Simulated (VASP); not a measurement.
These are PBE GGA with D3 dispersion (zero damping), VASP's PBE PAW potentials (set 64) (plane waves; VASP) values and carry that method's errors.

A VASP calculation is set up with these files.

INCAR:
```
SYSTEM = Cr
PREC = Accurate
ENCUT = 520
EDIFF = 1E-6
NELM = 100
ALGO = Normal
LREAL = .FALSE.
LASPH = .TRUE.
ISMEAR = 1
SIGMA = 0.1
GGA = PE
IVDW = 11
LMAXMIX = 4
ISPIN = 2
MAGMOM = 1.5 -1.5
LORBIT = 10
LWAVE = .FALSE.
LCHARG = .FALSE.
IBRION = 2
ISIF = 3
NSW = 60
EDIFFG = -0.01
```

### KPOINTS
```
Automatic mesh
0
Gamma
11 11 11
0 0 0
```

### POSCAR
```
Cr
1
    2.8800000000     0.0000000000     0.0000000000
    0.0000000000     2.8800000000     0.0000000000
    0.0000000000     0.0000000000     2.8800000000
Cr
2
Direct
  0.0000000000   0.0000000000   0.0000000000
  0.5000000000   0.5000000000   0.5000000000
```

POTCAR, in this order: Cr_pv (PBE.64 set). Program: vasp_std.

Output

File OSZICAR:
```
       N       E                     dE             d eps       ncg     rms          rms(c)
DAV:   1     0.229794341683E+03    0.22979E+03   -0.14310E+04  3600   0.182E+03
DAV:   2    -0.139470333121E+02   -0.24374E+03   -0.24213E+03  3800   0.500E+02
DAV:   3    -0.220783198048E+02   -0.81313E+01   -0.80517E+01  4664   0.104E+02
DAV:   4    -0.221851141145E+02   -0.10679E+00   -0.10671E+00  4320   0.121E+01
DAV:   5    -0.221873761922E+02   -0.22621E-02   -0.22621E-02  4928   0.139E+00    0.183E+01
DAV:   6    -0.190402566641E+02    0.31471E+01   -0.19466E+01  3968   0.529E+01    0.507E+00
DAV:   7    -0.190648470038E+02   -0.24590E-01   -0.32494E-01  4016   0.800E+00    0.295E+00
DAV:   8    -0.190646070297E+02    0.23997E-03   -0.30615E-02  4744   0.181E+00    0.114E+00
DAV:   9    -0.190599435190E+02    0.46635E-02   -0.68069E-02  4488   0.188E+00    0.391E-01
DAV:  10    -0.190612210657E+02   -0.12775E-02   -0.44360E-03  5272   0.597E-01    0.237E-01
DAV:  11    -0.190622496576E+02   -0.10286E-02   -0.19755E-02  4712   0.794E-01    0.124E-01
DAV:  12    -0.190624550075E+02   -0.20535E-03   -0.34038E-03  4368   0.393E-01    0.508E-02
DAV:  13    -0.190624701141E+02   -0.15107E-04   -0.77640E-05  4096   0.105E-01    0.321E-02
DAV:  14    -0.190624805440E+02   -0.10430E-04   -0.35585E-05  4480   0.343E-02    0.191E-02
DAV:  15    -0.190624849909E+02   -0.44469E-05   -0.13526E-04  4584   0.706E-02    0.340E-03
DAV:  16    -0.190624850294E+02   -0.38504E-07   -0.40294E-06  3680   0.154E-02
   1 F= -.19861221E+02 E0= -.19861352E+02  d E =-.198612E+02  mag=    -0.0000
       N       E                     dE             d eps       ncg     rms          rms(c)
DAV:   1    -0.230943422482E+02   -0.40319E+01   -0.91414E+01  3600   0.138E+02    0.208E+01
DAV:   2    -0.190047328774E+02    0.40896E+01   -0.22448E+01  3760   0.592E+01    0.530E+00
DAV:   3    -0.189633015372E+02    0.41431E-01   -0.41401E-01  4096   0.731E+00    0.339E+00
DAV:   4    -0.189398571970E+02    0.23444E-01   -0.27572E-02  3856   0.234E+00    0.209E+00
DAV:   5    -0.189304197248E+02    0.94375E-02   -0.24808E-02  4288   0.188E+00    0.250E-01
DAV:   6    -0.189310854284E+02   -0.66570E-03   -0.38674E-03  3864   0.615E-01    0.158E-01
DAV:   7    -0.189311501205E+02   -0.64692E-04   -0.22958E-03  4928   0.467E-01    0.835E-02
DAV:   8    -0.189312153606E+02   -0.65240E-04   -0.61984E-04  4352   0.163E-01    0.569E-02
DAV:   9    -0.189312248926E+02   -0.95320E-05   -0.27461E-05  4752   0.475E-02    0.525E-02
DAV:  10    -0.189313707814E+02   -0.14589E-03   -0.66148E-03  4528   0.582E-01    0.738E-02
DAV:  11    -0.189313941261E+02   -0.23345E-04   -0.71643E-05  3584   0.906E-02    0.306E-02
DAV:  12    -0.189314081566E+02   -0.14030E-04   -0.20707E-04  4736   0.119E-01    0.223E-02
DAV:  13    -0.189314243357E+02   -0.16179E-04   -0.59466E-04  4608   0.180E-01    0.185E-02
DAV:  14    -0.189314384719E+02   -0.14136E-04   -0.13977E-03  4640   0.278E-01    0.584E-03
DAV:  15    -0.189314414663E+02   -0.29944E-05   -0.41322E-05  4224   0.582E-02    0.329E-03
DAV:  16    -0.189314425507E+02   -0.10844E-05   -0.70312E-05  4496   0.563E-02    0.410E-03
DAV:  17    -0.189314428314E+02   -0.28069E-06   -0.10652E-05  3568   0.240E-02    0.231E-03
DAV:  18    -0.189314429417E+02   -0.11031E-06   -0.52077E-07  1792   0.737E-03
   2 F= -.19846833E+02 E0= -.19846686E+02  d E =0.143884E-01  mag=     0.0000
       N       E                     dE             d eps       ncg     rms          rms(c)
DAV:   1    -0.202622356187E+02   -0.13308E+01   -0.27706E+01  3728   0.815E+01    0.896E+00
DAV:   2    -0.190701742422E+02    0.11921E+01   -0.82232E+00  3776   0.314E+01    0.199E+00
DAV:   3    -0.190517908221E+02    0.18383E-01   -0.10066E-01  4016   0.383E+00    0.122E+00
DAV:   4    -0.190470777084E+02    0.47131E-02   -0.88040E-03  4800   0.101E+00    0.683E-01
DAV:   5    -0.190461737509E+02    0.90396E-03   -0.32246E-02  4464   0.149E+00    0.182E-01
DAV:   6    -0.190469013276E+02   -0.72758E-03   -0.57958E-03  4368   0.467E-01    0.169E-01
DAV:   7    -0.190475039078E+02   -0.60258E-03   -0.95175E-03  4672   0.668E-01    0.860E-02
DAV:   8    -0.190477089559E+02   -0.20505E-03   -0.48871E-03  4496   0.422E-01    0.423E-02
DAV:   9    -0.190477348708E+02   -0.25915E-04   -0.63484E-04  4512   0.164E-01    0.199E-02
DAV:  10    -0.190477319151E+02    0.29556E-05   -0.11364E-04  4416   0.656E-02    0.280E-03
DAV:  11    -0.190477325232E+02   -0.60810E-06   -0.24842E-06  3088   0.149E-02
   3 F= -.19900411E+02 E0= -.19900733E+02  d E =-.391894E-01  mag=     0.0000
```

File OUTCAR:
```
------------------------ aborting loop because EDIFF is reached ----------------------------------------
 Edisp (eV)   -0.85268
  FORCE on cell =-STRESS in cart. coord.  units (eV):
  Direction    XX          YY          ZZ          XY          YZ          ZX
  --------------------------------------------------------------------------------------
  Total      -0.01819    -0.01819    -0.01819    -0.00000     0.00000     0.00000
  in kB      -1.28324    -1.28324    -1.28324    -0.00000     0.00000     0.00000
  external pressure =       -1.28 kB  Pullay stress =        0.00 kB
  volume of cell :       22.71
      direct lattice vectors                 reciprocal lattice vectors
     2.831803575 -0.000000000  0.000000000     0.353131837  0.000000000 -0.000000000
    -0.000000000  2.831803575 -0.000000000     0.000000000  0.353131837 -0.000000000
     0.000000000  0.000000000  2.831803575    -0.000000000  0.000000000  0.353131837
 POSITION                                       TOTAL-FORCE (eV/Angst)
 -----------------------------------------------------------------------------------
      0.00000      0.00000      0.00000        -0.000000     -0.000000     -0.000000
      1.41590      1.41590      1.41590         0.000000      0.000000      0.000000
 -----------------------------------------------------------------------------------
    total drift:                                0.000000      0.000000     -0.000000
  FREE ENERGIE OF THE ION-ELECTRON SYSTEM (eV)
  ---------------------------------------------------
  free  energy   TOTEN  =       -19.9004106216 eV

  energy  without entropy=      -19.9013792189  energy(sigma->0) =      -19.90073349

 total charge

# of ion       s       p       d       tot
------------------------------------------
    1        0.447   6.415   4.237  11.099
    2        0.447   6.415   4.237  11.099
--------------------------------------------------
tot          0.895  12.829   8.473  22.198

 magnetization (x)

# of ion       s       p       d       tot
------------------------------------------
    1        0.011   0.006   0.873   0.890
    2       -0.011  -0.006  -0.873  -0.890
--------------------------------------------------
tot          0.000   0.000   0.000   0.000

 reached required accuracy - stopping structural energy minimisation
```
(Selected blocks of OUTCAR.)

### CONTCAR
```
Cr
   1.00000000000000
     2.8318035753556456   -0.0000000000000000    0.0000000000000000
    -0.0000000000000000    2.8318035753556456   -0.0000000000000000
     0.0000000000000000    0.0000000000000000    2.8318035753556456
  Cr
     2
Direct
     0.0000000000000000    0.0000000000000000    0.0000000000000000
     0.5000000000000000    0.5000000000000000    0.5000000000000000
```

Energy and stress use the plane-wave basis of the starting cell.

The compound is Cr in the bcc, AFM order structure. This run relaxes it. Symmetry was kept, so distortions that lower it aren't found.
